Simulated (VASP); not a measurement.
# K2PdC2 (P-3m1) in VASP: further runs, part 2 of 2

VASP 6.6.1. Earlier steps stand in the parts before.

### Step 4. Single point, LDA

This run uses another cell than the first one, of the same volume but with other edges.

INCAR

```
ALGO = Normal ; EDIFF = 1E-6
ENCUT = 520 ; ISIF = 2
ISMEAR = 0 ; LASPH = True
LCHARG = False ; LREAL = False
LWAVE = False ; NBANDS = 26
NELM = 100 ; PREC = Accurate
SIGMA = 0.05
```

KPOINTS

```
k-points
0
Gamma
  9 9 6
```

POSCAR

```
K2PdC2
1.0
    5.4030989962      0.0000000000      0.0000000000
   -2.7015494981      4.6792209898      0.0000000000
    0.0000000000      0.0000000000      4.7182164751
K Pd C
2 1 2
Direct
    0.6666666667      0.3333333333      0.7201982100
    0.3333333333      0.6666666667      0.2798017900
    0.0000000000      0.0000000000      0.0000000000
    0.0000000000      0.0000000000      0.6201967800
    0.0000000000      0.0000000000      0.3798032200
```

Potentials or basis: VASP PAW LDA potentials, release 64 (K_sv, Pd, C).

Started as:

```console
cat potpaw_LDA.64/K_sv/POTCAR potpaw_LDA.64/Pd/POTCAR potpaw_LDA.64/C/POTCAR > POTCAR
mpirun -np 1 vasp_std > vasp.out
```

OUTCAR:

```text
EDIFF = 1E-6
   ENCUT = 520
   ISIF = 2
   ISMEAR = 0
   LASPH = True
   LREAL = False
   NELM = 100
   PREC = Accurate

 ion  position               nearest neighbor table
   1  0.667  0.333  0.720-   3 3.39   3 3.39   3 3.39   2 3.75   2 3.75   2 3.75
   2  0.333  0.667  0.280-   3 3.39   3 3.39   3 3.39   1 3.75   1 3.75   1 3.75
   3  0.000  0.000  0.000-   4 1.79   5 1.79   1 3.39   2 3.39   2 3.39   1 3.39   1 3.39   2 3.39

   4  0.000  0.000  0.620-   5 1.13   3 1.79
   5  0.000  0.000  0.380-   4 1.13   3 1.79

  LATTYP: Found a hexagonal cell.
 ALAT       =     5.4030989962
 C/A-ratio  =     0.8732426480

  Lattice vectors:

 A1 = (   5.4030989962,   0.0000000000,   0.0000000000)
 A2 = (  -2.7015494981,   4.6792209898,   0.0000000000)
 A3 = (   0.0000000000,   0.0000000000,   4.7182164751)

Analysis of symmetry for initial positions (statically):
=====================================================================
 Subroutine PRICEL returns:
 Original cell was already a primitive cell.

 Routine SETGRP: Setting up the symmetry group for a
 hexagonal supercell.

 Subroutine GETGRP returns: Found 12 space group operations
 (whereof 12 operations were pure point group operations)
 out of a pool of 24 trial point group operations.

The static configuration has the point symmetry D_3d.

Analysis of symmetry for dynamics (positions and initial velocities):
=====================================================================
 Subroutine PRICEL returns:
 Original cell was already a primitive cell.

 Routine SETGRP: Setting up the symmetry group for a
 hexagonal supercell.

 Subroutine GETGRP returns: Found 12 space group operations
 (whereof 12 operations were pure point group operations)
 out of a pool of 24 trial point group operations.

The dynamic configuration has the point symmetry D_3d.

[... 117 lines left out ...]
   EMIN   =  10.00;   EMAX   =-10.00  energy-range for DOS
   EFERMI =   0.00;   METHOD = LEGACY
   ISMEAR =     0;   SIGMA  =   0.05  broadening in eV -4-tet -1-fermi 0-gaus
   EFERMI_NEDOS =   21; number of points for ismear=-14 and -15
   IALGO  =     38    algorithm
   IMIX   =      4    mixing-type and parameters
     AMIX     =   0.40;   BMIX     =  1.00
     AMIX_MAG =   1.60;   BMIX_MAG =  1.00
  volume/ion in A,a.u.               =      23.86       161.00
  Fermi-wavevector in a.u.,A,eV,Ry     =   1.098106  2.075119 16.406402  1.205837
  Thomas-Fermi vector in A             =   2.234478
   LORBIT       =      0    0 simple, 1 ext, 2 COOP (PROOUT), +10 PAW based schemes
   GGA     = CA    functional components
   LHFCALC =     F    Hartree Fock is set to
   AEXX    =    0.0000 exact exchange contribution
   IVDW    =     0    specifies the selected vdW correction
   LEPSILON=     F    determine dielectric tensor
   LRPA    =     F    only Hartree local field effects (RPA)
 non-spin polarized calculation
 Gauss-broadening in eV      SIGMA  =   0.05
  energy-cutoff  :      520.00
  volume of cell :      119.29
 maximum number of plane-waves:      3231
   NGX = 21   NGY = 21   NGZ = 17

 number of electron      36.0000004 magnetization

 Free energy of the ion-electron system (eV)
  ---------------------------------------------------
  ext. energy  EPLUGINS =         0.00000000
  ---------------------------------------------------
  free energy    TOTEN  =       -26.97632823 eV

  energy without entropy =      -26.97632823  energy(sigma->0) =      -26.97632823

 E-fermi :   1.7048     XC(G=0):  -8.5573

 val. band max:        1.4893475069   @ k =   0.0000   0.0000   0.5000
 cond. band min:       2.4390308933   @ k =   0.4444   0.0000   0.5000
 fundamental gap:      0.9496833864
 Fermi energy:         1.7047697490

 k-point     1 :       0.0000    0.0000    0.0000
  band No.  band energies     occupation
      1     -28.9353      2.00000
      2     -28.8838      2.00000
      3     -12.8406      2.00000
      4     -12.7112      2.00000
      5     -12.7112      2.00000
      6     -12.6051      2.00000
[... 685 lines left out ...]
     25       7.4353      0.00000
     26       7.8103      0.00000

 [... further k-points ...]
[... 5 lines left out ...]
  --------------------------------------------------------------------------------------
  -------------------------------------------------------------------------------------
  Total       -2.7375758     -2.7375758     34.9399138      0.0000000      0.0000000      0.0000000
  in kB      -36.7690480    -36.7690480    469.2865074      0.0000000      0.0000000      0.0000000
  external PRESSURE =     131.9161371 kB  Pullay stress =       0.0000000 kB

 VOLUME and BASIS-vectors are now :
 -----------------------------------------------------------------------------
  energy-cutoff  :      520.00
  volume of cell :      119.29
      direct lattice vectors                 reciprocal lattice vectors
     5.403098996  0.000000000  0.000000000     0.185078971  0.106855393  0.000000000
    -2.701549498  4.679220990  0.000000000     0.000000000  0.213710787  0.000000000
     0.000000000  0.000000000  4.718216475     0.000000000  0.000000000  0.211944493

 POSITION                                       TOTAL-FORCE (eV/Angst)
 -----------------------------------------------------------------------------------
      2.70155      1.55974      3.39805        -0.000000      0.000000     -0.022826
     -0.00000      3.11948      1.32017         0.000000     -0.000000      0.022826
      0.00000      0.00000      0.00000        -0.000000      0.000000      0.000000
      0.00000      0.00000      2.92622         0.000000      0.000000     10.727703
      0.00000      0.00000      1.79199        -0.000000      0.000000    -10.727703
 -----------------------------------------------------------------------------------
    total drift:                                0.000000     -0.000000     -0.000000

  FREE ENERGIE OF THE ION-ELECTRON SYSTEM (eV)
  ---------------------------------------------------
  free  energy   TOTEN  =       -26.9763282301 eV

  energy  without entropy=      -26.9763282301  energy(sigma->0) =      -26.97632823
```

OSZICAR:

```text
N       E                     dE             d eps       ncg     rms          rms(c)
DAV:   1     0.256908487861E+03    0.25691E+03   -0.16591E+04  3224   0.123E+03
DAV:   2    -0.129787003331E+02   -0.26989E+03   -0.25874E+03  3652   0.357E+02
DAV:   3    -0.338472661631E+02   -0.20869E+02   -0.20697E+02  5326   0.839E+01
DAV:   4    -0.344979311732E+02   -0.65067E+00   -0.64874E+00  4366   0.156E+01
DAV:   5    -0.345369174178E+02   -0.38986E-01   -0.38976E-01  5080   0.272E+00    0.212E+01
DAV:   6    -0.274807810227E+02    0.70561E+01   -0.15211E+01  4024   0.208E+01    0.757E+00
DAV:   7    -0.270657442277E+02    0.41504E+00   -0.69027E+00  4192   0.117E+01    0.571E+00
DAV:   8    -0.270150197007E+02    0.50725E-01   -0.62582E-01  4396   0.414E+00    0.327E+00
DAV:   9    -0.269796811019E+02    0.35339E-01   -0.12274E-01  3912   0.192E+00    0.459E-01
DAV:  10    -0.269757680050E+02    0.39131E-02   -0.20491E-02  4248   0.891E-01    0.241E-01
DAV:  11    -0.269763600129E+02   -0.59201E-03   -0.32675E-03  4040   0.261E-01    0.128E-01
DAV:  12    -0.269763160631E+02    0.43950E-04   -0.10290E-03  3880   0.183E-01    0.306E-02
DAV:  13    -0.269763260911E+02   -0.10028E-04   -0.12292E-04  3846   0.647E-02    0.135E-02
DAV:  14    -0.269763282907E+02   -0.21996E-05   -0.10100E-05  4042   0.210E-02    0.449E-03
DAV:  15    -0.269763282301E+02    0.60643E-07   -0.20950E-06  3150   0.916E-03
   1 F= -.26976328E+02 E0= -.26976328E+02  d E =-.101264E-10
```

stdout:

```text
POSCAR found type information on POSCAR K PdC
 POSCAR found :  3 types and       5 ions
 scaLAPACK will be used
 LDA part: xc-table for (Slater(with rela. corr.)+CA(PZ))
 , standard interpolation
 POSCAR, INCAR and KPOINTS ok, starting setup
 FFT: planning ... GRIDC
 FFT: planning ... GRID_SOFT
 FFT: planning ... GRID
 WAVECAR not read
 entering main loop
```

It took 1.9 min on 1 thread of AMD EPYC 9R45 (Zen 5), shared host; peak memory 0.28 GiB.

Results:

```yaml
Free_energy: -26.9763 eV
Pressure: 13.2 GPa
Largest_force: 10.728 eV/Å
Band_gap_on_the_k_mesh: 0.95 eV, indirect (least direct gap 0.96 eV)
```

Forces on the atoms (eV/Å):
```
K     0.000   0.000  -0.023
K     0.000   0.000   0.023
Pd    0.000   0.000   0.000
C     0.000   0.000  10.728
C     0.000   0.000 -10.728
```

Stress tensor (GPa, compression positive):
```
-3.68  0.00  0.00
 0.00 -3.68  0.00
 0.00  0.00 46.93
```

Levels at points of the mesh, in eV from the valence-band top:
| k point | band 16 | band 17 | band 18 | band 19 | band 20 | band 21 |
| --- | --- | --- | --- | --- | --- | --- |
| (0.00, 0.00, 0.00) | -2.21 | -1.76 | -1.76 | 3.31 | 3.42 | 4.87 |
| (0.00, 0.00, 0.50) | -1.76 | 0.00 | 0.00 | 2.15 | 2.15 | 2.87 |

Caveat: the standard files for N, O and F lose accuracy on very short bonds; an odd mesh through Γ misses points on the zone boundary, where band edges often lie; forces of over 1 eV/Å show positions far from the minimum, so gaps and moduli don't describe the material at rest.
